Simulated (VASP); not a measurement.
# SnSO with PBEsol: from relaxation to properties, part 3 of 4

What structure does SnSO take at this level, and what are its properties? The cell is invented: it takes the structure of a Materials Project entry for SnSeS (space group 156 there), with some of its atoms replaced by other elements, volume scaled by an estimate. It may not be a known or stable phase.

VASP 6.6.1; PBEsol; plane waves and PAW (Sn_d, S, O); invented cell.

So far, gap on the k-mesh (eV): step 2 (rough relaxation of the start cell) 0.268; step 3 (relaxing cell and atoms (PBEsol)) 0.268. The relaxed cell has a = 3.425, c = 5.397 Å (conventional setting).

### Step 5. Band structure (PBEsol)

The mesh alone shows little of the dispersion and can miss band extrema, so KPOINTS_OPT adds a path through the symmetry points after the self-consistent cycle.

Input file INCAR:

```
SYSTEM = SnSO
PREC = Accurate
ENCUT = 520
EDIFF = 1E-06
NELM = 100
ISMEAR = 0
SIGMA = 0.05
LREAL = .FALSE.
ALGO = Normal
GGA = PS
NBANDS = 26
LORBIT = 11
LWAVE = .FALSE.
LCHARG = .FALSE.
```

Input file POSCAR:

```
SnSO
1.0
    3.4252663716      0.0000000000      0.0000000000
   -1.7126331858      2.9663681962      0.0000000000
    0.0000000000      0.0000000000      5.3969445207
Sn S O
1 1 1
Direct
    0.3333333300      0.6666666700      0.9638322528
    0.6666666700      0.3333333300      0.2464994358
    0.0000000000      0.0000000000      0.7896693114
```

Input file KPOINTS:

```
Automatic mesh
0
Gamma
7 7 4
0 0 0
```

Input file KPOINTS_OPT:

```
Line mode
16
Line-mode
Reciprocal
  0.00000000   0.00000000   0.00000000 GAMMA
  0.50000000   0.00000000   0.00000000 M

  0.50000000   0.00000000   0.00000000 M
  0.33333333   0.33333333   0.00000000 K

  0.33333333   0.33333333   0.00000000 K
  0.00000000   0.00000000   0.00000000 GAMMA

  0.00000000   0.00000000   0.00000000 GAMMA
  0.00000000   0.00000000   0.50000000 A

  0.00000000   0.00000000   0.50000000 A
  0.50000000   0.00000000   0.50000000 L

  0.50000000   0.00000000   0.50000000 L
  0.33333333   0.33333333   0.50000000 H

  0.33333333   0.33333333   0.50000000 H
  0.00000000   0.00000000   0.50000000 A

  0.50000000   0.00000000   0.50000000 L
  0.50000000   0.00000000   0.00000000 M

  0.33333333   0.33333333   0.00000000 K
  0.33333333   0.33333333   0.50000000 H
```

PAW data sets: Sn_d, S and O (PBE family, release 64).

Launch:

```
> mpirun -np 1 vasp_std
```

The log of the run:

```text
[... set-up lines as in an earlier step ...]
 entering main loop
       N       E                     dE             d eps       ncg     rms          rms(c)
DAV:   1     0.225200093758E+03    0.22520E+03   -0.12178E+04  1600   0.135E+03
DAV:   2     0.111666390513E+02   -0.21403E+03   -0.19807E+03  1564   0.395E+02
DAV:   3    -0.171101102360E+02   -0.28277E+02   -0.27861E+02  1752   0.109E+02
DAV:   4    -0.179866275832E+02   -0.87652E+00   -0.87553E+00  1716   0.203E+01
DAV:   5    -0.180033965997E+02   -0.16769E-01   -0.16766E-01  1916   0.301E+00    0.102E+01
DAV:   6    -0.164634695486E+02    0.15399E+01   -0.71003E+00  2062   0.306E+01    0.572E+00
DAV:   7    -0.163062702181E+02    0.15720E+00   -0.11954E+00  1764   0.585E+00    0.375E+00
DAV:   8    -0.162832221700E+02    0.23048E-01   -0.19963E-01  1674   0.282E+00    0.978E-01
DAV:   9    -0.162816094852E+02    0.16127E-02   -0.21973E-02  1970   0.918E-01    0.394E-01
DAV:  10    -0.162818631403E+02   -0.25366E-03   -0.37397E-03  1628   0.390E-01    0.112E-01
DAV:  11    -0.162818618691E+02    0.12712E-05   -0.20151E-04  1764   0.916E-02    0.503E-02
DAV:  12    -0.162819122843E+02   -0.50415E-04   -0.64605E-05  1540   0.440E-02    0.139E-02
DAV:  13    -0.162819121197E+02    0.16459E-06   -0.30597E-06  1816   0.112E-02
   1 F= -.16281912E+02 E0= -.16281912E+02  d E =-.373052E-06
 Start KPOINTS_OPT (optional k-point list driver)
k-point batch [1-28\144]
       N       E                     dE             ncg
DAV:   1     0.174326904578E+04   -0.17167E+05     1588
DAV:   2    -0.424400825436E+04   -0.59873E+04     1528
DAV:   3    -0.504656579810E+04   -0.80256E+03     1784
DAV:   4    -0.507238183636E+04   -0.25816E+02     1740
DAV:   5    -0.507288302885E+04   -0.50119E+00     1926
DAV:   6    -0.507289951018E+04   -0.16481E-01     1776
DAV:   7    -0.507290050993E+04   -0.99975E-03     2236
DAV:   8    -0.507290051814E+04   -0.82096E-05     1526
DAV:   9    -0.507290051824E+04   -0.10595E-06     1268
[...]
k-point batch [141-144\144]
       N       E                     dE             ncg
DAV:   1     0.236802745948E+05   -0.40130E+04      216
DAV:   2     0.228437718450E+05   -0.83650E+03      232
DAV:   3     0.227394672484E+05   -0.10430E+03      244
DAV:   4     0.227363878256E+05   -0.30794E+01      240
DAV:   5     0.227363226066E+05   -0.65219E-01      280
DAV:   6     0.227363202006E+05   -0.24059E-02      264
DAV:   7     0.227363201050E+05   -0.95613E-04      296
DAV:   8     0.227363201047E+05   -0.30819E-06      200
```

It took 2.1 min on 1 MPI rank of AMD EPYC 7R43, shared host; peak memory 0.18 GiB.

From OUTCAR (step 5):

```text
   k-points           NKPTS =     28   k-points in BZ     NKDIM =     28   number of bands    NBANDS=     26

   NELECT =      26.0000    total number of electrons

 E-fermi :   5.1186

 k-point     1 :       0.0000    0.0000    0.0000
  band No.  band energies     occupation
    ...
      9       2.1319      2.00000
     10       2.1319      2.00000
     11       3.7834      2.00000
     12       4.9513      2.00000
     13       4.9513      2.00000
     14       5.2479      0.00025
     15       9.6294      0.00000
     16      11.8221      0.00000
     17      11.8221      0.00000
     18      15.1739      0.00000
    ...

  Total       -0.0001799     -0.0001799      0.0196196      0.0000000      0.0000000      0.0000000
  in kB       -0.0052549     -0.0052549      0.5732348      0.0000000      0.0000000      0.0000000
  external PRESSURE =       0.1875750 kB  Pullay stress =       0.0000000 kB

 POSITION                                       TOTAL-FORCE (eV/Angst)
 -----------------------------------------------------------------------------------
     -0.00000      1.97758      5.20175        -0.000000      0.000000     -0.001942
      1.71263      0.98879      1.33034        -0.000000      0.000000     -0.000899
      0.00000      0.00000      4.26180         0.000000     -0.000000      0.002841
 -----------------------------------------------------------------------------------
    total drift:                               -0.000004      0.000013     -0.000420

  FREE ENERGIE OF THE ION-ELECTRON SYSTEM (eV)
  ---------------------------------------------------
  free  energy   TOTEN  =       -16.2819121197 eV

  energy  without entropy=      -16.2819117467  energy(sigma->0) =      -16.28191193

[... 8 parts as in an earlier step ...]

[... 8 further parts left out ...]
```

Spin-orbit coupling is off here; it can split and shift levels that hold much weight on Sn by tenths of an eV or more.

Numbers from this step:

```yaml
bands: 26
fermi_energy: 5.119 eV
pressure: 0.01876 GPa
least_gap_on_mesh_and_path: 0.2669 eV
least_direct_gap_on_mesh_and_path: 0.2964 eV
```

The electronic bands at the labelled points (eV, zero at the valence-band top; v1 is the highest filled band, c1 the lowest empty one):

| point | v4 | v3 | v2 | v1 | c1 | c2 | c3 | c4 |
| --- | --- | --- | --- | --- | --- | --- | --- | --- |
| Γ | -2.85 | -1.20 | -0.03 | -0.03 | 0.27 | 4.65 | 6.84 | 6.84 |
| 0.47 of the way | -3.38 | -2.36 | -1.05 | -0.38 | 1.96 | 4.43 | 7.07 | 7.77 |
| M | -3.97 | -2.96 | -1.38 | -0.69 | 1.96 | 4.78 | 6.30 | 6.72 |
| 0.47 of the way | -4.30 | -3.01 | -1.55 | -1.36 | 2.51 | 5.70 | 6.31 | 7.25 |
| K | -4.12 | -3.74 | -1.94 | -1.43 | 2.88 | 6.17 | 6.60 | 6.77 |
| 0.47 of the way | -4.09 | -2.40 | -1.46 | -0.91 | 2.56 | 4.77 | 7.27 | 7.52 |
| Γ | -2.85 | -1.20 | -0.03 | -0.03 | 0.27 | 4.65 | 6.84 | 6.84 |
| 0.47 of the way | -2.85 | -1.78 | -0.02 | -0.02 | 0.93 | 4.65 | 6.78 | 6.78 |
| A | -2.85 | -2.33 | 0.00 | 0.00 | 1.60 | 4.62 | 6.71 | 6.71 |
| 0.47 of the way | -3.34 | -2.11 | -1.78 | -0.45 | 2.35 | 4.81 | 6.90 | 7.72 |
| L | -3.91 | -2.35 | -1.35 | -0.83 | 1.70 | 4.76 | 7.06 | 7.88 |
| 0.47 of the way | -4.46 | -2.88 | -1.20 | -1.08 | 2.29 | 5.81 | 6.75 | 7.46 |
| H | -4.44 | -4.06 | -1.29 | -0.85 | 2.96 | 5.52 | 7.28 | 7.61 |
| 0.47 of the way | -3.77 | -2.27 | -1.66 | -1.01 | 2.58 | 5.57 | 6.74 | 7.58 |
| A | -2.85 | -2.33 | 0.00 | 0.00 | 1.60 | 4.62 | 6.71 | 6.71 |
| jump to L | -3.91 | -2.35 | -1.35 | -0.83 | 1.70 | 4.76 | 7.06 | 7.88 |
| 0.47 of the way | -3.94 | -2.67 | -1.28 | -0.76 | 1.77 | 4.72 | 6.73 | 7.36 |
| M | -3.97 | -2.96 | -1.38 | -0.69 | 1.96 | 4.78 | 6.30 | 6.72 |
| jump to K | -4.12 | -3.74 | -1.94 | -1.43 | 2.88 | 6.17 | 6.60 | 6.77 |
| 0.47 of the way | -4.28 | -3.89 | -1.64 | -1.16 | 2.92 | 6.08 | 6.72 | 6.95 |
| H | -4.44 | -4.06 | -1.29 | -0.85 | 2.96 | 5.52 | 7.28 | 7.61 |

Of the projections kept (Sn, S, O), the largest for each band there, as a share of the weight inside these atoms' spheres; weight between the spheres isn't counted:

```
point      v4      v3      v2      v1       c1       c2       c3       c4
    Γ  O 0.86  O 0.76  S 0.86  S 0.86  Sn 0.48  Sn 0.60  Sn 0.87  Sn 0.87
    M  O 0.68  O 0.57  S 0.49  S 0.68  Sn 0.56  Sn 0.67   O 0.55  Sn 0.50
    K  O 0.36  O 0.38  O 0.67  S 0.66  Sn 0.47  Sn 0.64  Sn 0.56   O 0.50
    Γ  O 0.86  O 0.76  S 0.86  S 0.86  Sn 0.48  Sn 0.60  Sn 0.87  Sn 0.87
    A  O 0.86  O 0.83  S 0.86  S 0.86  Sn 0.54  Sn 0.55  Sn 0.89  Sn 0.89
    L  O 0.69  O 0.60  S 0.49  S 0.71  Sn 0.51  Sn 0.57  Sn 0.48  Sn 0.86
```

The electronic bands as a text plot (rows in eV, shown from -7.8 to 6.3 only):

```
    6.0 |          ++++                      +  +++           ++
    5.4 |         +    ++   +               + ++   +++          +
    4.8 |+++   +++       +++ +++++++++++++++          +++++++
    4.2 |   +++
    3.6 |
    3.0 |           +++++                     +++            ++++
    2.5 |    ++   ++     ++          +++     +   +++++
    1.9 |   +  +++         +      +++   +++++         +++++++
    1.3 |  +                     +
    0.7 | +                 ++ ++
    0.1 |+*                  *+******                 **
   -0.5 | *******          ***      *****           **    ***
   -1.1 |******* **   *********      *   ***********  * ****  ***
   -1.6 |  *    ******  ** *   **     ****        ****      ****
   -2.2 |   *        *** **      ***********       *******
   -2.8 |**  ******     *   *********       *    **   **  ***
   -3.4 | ****     ** **   ***       ***     *  *   ***
   -4.0 |  ** ***** ********          * ****  **  ***   *********
   -4.6 |    **    ***  **             *    ****** *           **
   -5.2 |      *****  **         ****   **  *******    * ********
   -5.7 |***               ******    *    **         ** *
   -6.3 |   **           **           **           **
   -6.9 |     **        *               *         *
   -7.5 |       ********                 *********      *********
         Γ      M    K        Γ   A       L    H       A|L M|K  H
```

The path finds the gap of the mesh within 0.02 eV, so the mesh comes close to both band edges.

### Step 6. Density of states (PBEsol)

Here the states are counted by energy and projected on the atoms. The mesh is finer than in the run before.

INCAR: that of step 5 with these lines changed.

```diff
@@ -5,3 +5,3 @@
 NELM = 100
-ISMEAR = 0
+ISMEAR = -5
 SIGMA = 0.05
@@ -14 +14,2 @@
 LCHARG = .FALSE.
+NEDOS = 2001
```

POSCAR is that of step 5.

Input file KPOINTS:

```
Automatic mesh
0
Gamma
10 10 5
0 0 0
```

Launch:

```
> mpirun -np 1 vasp_std
```

The log of the run:

```text
[... set-up lines as in an earlier step ...]
 entering main loop
       N       E                     dE             d eps       ncg     rms          rms(c)
DAV:   1     0.226804723828E+03    0.22680E+03   -0.12318E+04  3322   0.134E+03
DAV:   2     0.112596420937E+02   -0.21555E+03   -0.20024E+03  3184   0.395E+02
DAV:   3    -0.171044620837E+02   -0.28364E+02   -0.27945E+02  3716   0.109E+02
DAV:   4    -0.179878214994E+02   -0.88336E+00   -0.88226E+00  3508   0.206E+01
DAV:   5    -0.180049639674E+02   -0.17142E-01   -0.17140E-01  4028   0.303E+00    0.102E+01
DAV:   6    -0.164675537817E+02    0.15374E+01   -0.71369E+00  4362   0.306E+01    0.573E+00
DAV:   7    -0.163083571934E+02    0.15920E+00   -0.11891E+00  3676   0.585E+00    0.376E+00
DAV:   8    -0.162853067410E+02    0.23050E-01   -0.20183E-01  3558   0.283E+00    0.978E-01
DAV:   9    -0.162836924981E+02    0.16142E-02   -0.22168E-02  4030   0.921E-01    0.393E-01
DAV:  10    -0.162839373221E+02   -0.24482E-03   -0.37607E-03  3412   0.391E-01    0.111E-01
DAV:  11    -0.162839367697E+02    0.55241E-06   -0.20296E-04  3674   0.913E-02    0.498E-02
DAV:  12    -0.162839862423E+02   -0.49473E-04   -0.63392E-05  3230   0.437E-02    0.134E-02
DAV:  13    -0.162839862150E+02    0.27233E-07   -0.30874E-06  3812   0.113E-02
   1 F= -.16283986E+02 E0= -.16283986E+02  d E =0.000000E+00
```

Elapsed: 66 s, on 1 MPI rank; peak memory 0.19 GiB.

From OUTCAR (step 6):

```text
   k-points           NKPTS =     58   k-points in BZ     NKDIM =     58   number of bands    NBANDS=     26

   NELECT =      26.0000    total number of electrons

 E-fermi :   4.9960

 k-point     1 :       0.0000    0.0000    0.0000
  band No.  band energies     occupation
    ...
      9       2.1323      2.00000
     10       2.1323      2.00000
     11       3.7833      2.00000
     12       4.9489      2.00000
     13       4.9489      2.00000
     14       5.2476      0.00000
     15       9.6284      0.00000
     16      11.8215      0.00000
     17      11.8215      0.00000
     18      15.1730      0.00000
    ...

  Total       -0.0082928     -0.0082928      0.0259288      0.0000000      0.0000000     -0.0000000
  in kB       -0.2422961     -0.2422962      0.7575740      0.0000000      0.0000000     -0.0000000
  external PRESSURE =       0.0909939 kB  Pullay stress =       0.0000000 kB

 POSITION                                       TOTAL-FORCE (eV/Angst)
 -----------------------------------------------------------------------------------
     -0.00000      1.97758      5.20175         0.000000      0.000000     -0.007070
      1.71263      0.98879      1.33034         0.000000     -0.000000      0.004213
      0.00000      0.00000      4.26180        -0.000000     -0.000000      0.002858
 -----------------------------------------------------------------------------------
    total drift:                               -0.000004      0.000013     -0.000423

  FREE ENERGIE OF THE ION-ELECTRON SYSTEM (eV)
  ---------------------------------------------------
  free  energy   TOTEN  =       -16.2839862150 eV

  energy  without entropy=      -16.2839862150  energy(sigma->0) =      -16.28398622

[... 6 parts as in an earlier step ...]

[... 10 further parts left out ...]
```

This step gave:

```yaml
irreducible_k_points: 58
fermi_energy: 4.996 eV
pressure: 0.009099 GPa
valence_top_at_k: 0, 0, 0.4
gap_on_the_k_mesh: 0.2723 eV
least_direct_gap_on_the_k_mesh: 0.2987 eV
```

The density of states has structure finer than the step of the table below, so its rows give means over 1 eV, whole bins alone (the curve runs from -12.0 to 8.21 eV). Peaks (eV: height): total -11.7: 3.17, -1.3: 4.81, -1.0: 5.17, 6.9: 5.13; O p -3.9: 1.22, -2.9: 1.14, -1.3: 1.39, -1.0: 1.27; S p -2.9: 0.433, -1.3: 1.40, -1.0: 1.82, 2.3: 0.394; Sn p -5.1: 0.451, 5.0: 0.753, 6.9: 1.22, 7.6: 1.11; Sn s -7.5: 1.21, 2.3: 0.727, 5.0: 0.157.

States under -12.0 eV and over 8.2 eV are left out. Density of states against energy, zero at the valence-band top; means over each step; 7 of 8 lines; values in states/eV/cell:

```csv
energy (eV),total,O p,S p,Sn p,Sn s,Sn d,S s
-11,0.0568,3.6e-4,4.1e-4,0.00280,6.5e-4,0.00147,0.0352
-10,0,0,0,0,0,0,0
-9,0,0,0,0,0,0,0
-8,0.342,0.0541,0.0220,6.8e-4,0.154,0.00204,0.0124
-7,1.03,0.174,0.0601,0.00846,0.407,0.00826,0.0715
-6,0.595,0.0921,0.0456,0.00425,0.187,0.00554,0.0620
-5,1.35,0.337,0.182,0.233,0.0161,0.0180,0.0310
-4,2.15,0.844,0.195,0.316,0.00646,0.0406,0.0303
-3,1.74,0.691,0.233,0.181,0.00352,0.0405,0.0133
-2,1.40,0.398,0.361,0.0553,0.00891,0.0404,0.0101
-1,2.99,0.706,1.04,0.0718,0.0105,0.116,0.0109
0,0.398,0.0172,0.208,0.0181,4.8e-4,0.0167,3.9e-4
1,0.0991,0.00991,0.0172,0.0126,0.0173,8.4e-4,7.9e-4
2,1.32,0.246,0.197,0.0712,0.361,0.0221,0.00354
3,0.575,0.140,0.0837,0.0123,0.175,0.00481,3.3e-4
4,0.0624,0.00314,0.00450,0.0162,0.00258,4.6e-4,0.00205
5,1.46,0.0617,0.151,0.373,0.0548,0.0148,0.0470
6,0.619,0.0631,0.0553,0.149,0.00674,0.00748,0.00774
7,3.03,0.358,0.175,0.757,0.0123,0.100,0.0694
```

The gap on this mesh is 0.27 eV. In the top eV of the valence band the largest shares in the PAW spheres are S p 45 % and O p 12 %; in the lowest eV of the conduction band, S p 17 %, Sn s 17 % and Sn p 13 %. The rest lies in smaller channels or between the spheres.

(Continued in part 4 of 4.)

[Lines on the potential files, build, host, timing and source positions are cut from VASP's logs without a mark.]

[Logs are printed without paths, hosts, clocks, repeated set-up lines and the standing remarks that a program may print on its own settings, such as how far it seeks lower states.]

[Hosts, paths, dates, database ids (printed as entryN), source tags and the programs' standing remarks are cut or masked in the printed files.]

[A measured line is paired with the nearest computed mode of its activity, which favours agreement.]

[In band tables of VASP the shares of atoms and orbitals are scaled to a sum of 1 inside the atoms' spheres.]
